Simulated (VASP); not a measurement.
```yaml
crystal:
  lattice:
    - [8.75833, 0.00000, 0.00000]
    - [0.00000, 8.75833, 0.00000]
    - [0.00000, 0.00000, 8.75833]
  atoms:
    - { symbol: Si, position: [0.49729, 0.99899, 0.99893] }
    - { symbol: Si, position: [0.74991, 0.25101, 0.99949] }
    - { symbol: Si, position: [0.74890, 0.00053, 0.25149] }
    - { symbol: Si, position: [0.99888, 0.99924, 0.99902] }
    - { symbol: Si, position: [0.24870, 0.24504, 0.99858] }
    - { symbol: Si, position: [0.50351, 0.49898, 0.99972] }
    - { symbol: Si, position: [0.74996, 0.74914, 0.00062] }
    - { symbol: Si, position: [0.24900, 0.99893, 0.24737] }
    - { symbol: Si, position: [0.74943, 0.49884, 0.25383] }
    - { symbol: Si, position: [0.50165, 0.00042, 0.49891] }
    - { symbol: Si, position: [0.74913, 0.25333, 0.49907] }
    - { symbol: Si, position: [0.75003, 0.00088, 0.74919] }
    - { symbol: Si, position: [0.99892, 0.49966, 0.00099] }
    - { symbol: Si, position: [0.24954, 0.74941, 0.99949] }
    - { symbol: Si, position: [0.99972, 0.24988, 0.24986] }
    - { symbol: Si, position: [0.24986, 0.49888, 0.25334] }
    - { symbol: Si, position: [0.49995, 0.75010, 0.24986] }
    - { symbol: Si, position: [0.99916, 0.00088, 0.49996] }
    - { symbol: Si, position: [0.24953, 0.25091, 0.49991] }
    - { symbol: Si, position: [0.50386, 0.49883, 0.49935] }
    - { symbol: Si, position: [0.75041, 0.75056, 0.50033] }
    - { symbol: Si, position: [0.24903, 0.99917, 0.74880] }
    - { symbol: Si, position: [0.49996, 0.24987, 0.74963] }
    - { symbol: Si, position: [0.75062, 0.50048, 0.75014] }
    - { symbol: Si, position: [0.99952, 0.74969, 0.25071] }
    - { symbol: Si, position: [0.00027, 0.50042, 0.50051] }
    - { symbol: Si, position: [0.25070, 0.74907, 0.49987] }
    - { symbol: Si, position: [0.99956, 0.24924, 0.74954] }
    - { symbol: Si, position: [0.25105, 0.49965, 0.74890] }
    - { symbol: Si, position: [0.50076, 0.74968, 0.74949] }
    - { symbol: Si, position: [0.99997, 0.74984, 0.74991] }
    - { symbol: C, position: [0.63800, 0.11098, 0.10943] }
    - { symbol: C, position: [0.87280, 0.37517, 0.12754] }
    - { symbol: C, position: [0.87281, 0.12773, 0.37497] }
    - { symbol: C, position: [0.12365, 0.12401, 0.12424] }
    - { symbol: C, position: [0.35821, 0.38964, 0.10804] }
    - { symbol: C, position: [0.62525, 0.62274, 0.12785] }
    - { symbol: C, position: [0.87518, 0.87430, 0.12469] }
    - { symbol: C, position: [0.35949, 0.11078, 0.38818] }
    - { symbol: C, position: [0.87580, 0.62610, 0.37607] }
    - { symbol: C, position: [0.62511, 0.12770, 0.62275] }
    - { symbol: C, position: [0.87597, 0.37647, 0.62588] }
    - { symbol: C, position: [0.87567, 0.12542, 0.87379] }
    - { symbol: C, position: [0.12418, 0.62545, 0.12449] }
    - { symbol: C, position: [0.37431, 0.87412, 0.12427] }
    - { symbol: C, position: [0.12465, 0.37528, 0.37564] }
    - { symbol: C, position: [0.37792, 0.62271, 0.37510] }
    - { symbol: C, position: [0.62526, 0.87526, 0.37514] }
    - { symbol: C, position: [0.12375, 0.12537, 0.62563] }
    - { symbol: C, position: [0.37758, 0.37517, 0.62274] }
    - { symbol: C, position: [0.62611, 0.62614, 0.62570] }
    - { symbol: C, position: [0.87509, 0.87586, 0.62506] }
    - { symbol: C, position: [0.37427, 0.12399, 0.87345] }
    - { symbol: C, position: [0.62575, 0.37535, 0.87446] }
    - { symbol: C, position: [0.87521, 0.62528, 0.87549] }
    - { symbol: C, position: [0.12428, 0.87441, 0.37556] }
    - { symbol: C, position: [0.12558, 0.62524, 0.62513] }
    - { symbol: C, position: [0.37475, 0.87420, 0.62512] }
    - { symbol: C, position: [0.12445, 0.37627, 0.87441] }
    - { symbol: C, position: [0.37455, 0.62547, 0.87412] }
    - { symbol: C, position: [0.62558, 0.87444, 0.87427] }
    - { symbol: C, position: [0.12468, 0.87479, 0.87464] }
    - { symbol: N, position: [0.64197, 0.39193, 0.39195] }
```
Cell charge +1.

All values below come from PBE GGA, VASP's PBE PAW potentials (set 64) (plane waves; VASP). Run with PREC = Normal, LREAL = Auto, ISYM = 0, NELECT = 252.0, 400 eV cut-off, 1×1×1 Γ-centred mesh, Gaussian smearing of 0.050 eV, potentials Si C N. Starting moments (MAGMOM): 63*0.0317. The cell's moment is fixed (NUPDOWN = 2).

At this cut-off the stress carries a Pulay error, which pulls relaxed volumes low. The cell is charged, with a uniform compensating background.  The supercell is sampled at Γ alone, which is coarse: total energies, pressure and levels can be off, energies of defects by several tenths of an eV.

Task: What does the run give for the cell moment, energy per atom (σ→0), pressure?

Result: 
- cell moment: 2.00 μB
- energy per atom (σ→0): -728.6 kJ/mol of atoms
- pressure: -3.41 GPa

Task: Give the moment on each site (PAW-sphere projection).

Result: 
```
site  moment (μB)
----  -----------
Si1         -0.01
Si2         -0.01
Si3         -0.01
Si4          0.00
Si5          0.00
Si6          0.00
Si7          0.00
Si8         -0.01
Si9          0.00
Si10        -0.01
Si11         0.00
Si12         0.00
Si13         0.00
Si14         0.00
Si15         0.00
Si16         0.00
Si17         0.00
Si18         0.00
Si19        -0.01
Si20         0.00
Si21         0.00
Si22         0.00
Si23         0.00
Si24         0.00
Si25         0.01
Si26         0.00
Si27         0.00
Si28         0.01
Si29         0.00
Si30         0.01
Si31         0.00
C32          0.31
C33          0.01
C34          0.01
C35          0.01
C36         -0.07
C37          0.01
C38          0.03
C39          0.31
C40          0.03
C41          0.01
C42          0.02
C43          0.04
C44          0.00
C45          0.01
C46          0.00
C47          0.01
C48          0.01
C49          0.04
C50          0.01
C51          0.03
C52          0.01
C53          0.01
C54          0.00
C55          0.01
C56          0.04
C57          0.01
C58          0.03
C59          0.01
C60          0.00
C61          0.04
C62          0.01
N63          0.11
```

Total energies compare only between runs with the same potentials, cut-off and functional.

The cell is a supercell with a defect, built from SiC (zinc blende): N_C-vac_Si, charge +1.
